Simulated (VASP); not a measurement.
Here is the system:

```xyz
2
Lattice="0.0000 2.9459 2.9459 2.9459 0.0000 2.9459 2.9459 2.9459 0.0000" Properties=species:S:1:pos:R:3 pbc="T T T"
In     0.0000     0.0000     0.0000
P      1.4729     1.4729     1.4729
```

Level of theory: PBE GGA with D3 dispersion (Becke-Johnson damping), VASP's PBE PAW potentials (set 64) (plane waves; VASP). Run with 520 eV cut-off, 9×9×9 Γ-centred mesh, tetrahedra with Blöchl corrections, potentials In_d P.

Unless said otherwise, spin-orbit coupling is left out, though it shifts the bands of the heavy elements here.

Problem. What does the run give for the energy per atom (σ→0), band gap (on the k-mesh) with the smallest direct gap where there is one?

Solution. 
| Quantity | Result |
|---|---|
| band gap (on the k-mesh) | 0.63 eV |
| smallest direct gap (on the k-mesh) | 0.63 eV |
| energy per atom (σ→0) | -4.506 eV/atom |

The absolute energy has meaning only against runs of the same code, potentials and settings.

The compound is InP in the zinc blende structure. It was relaxed first.
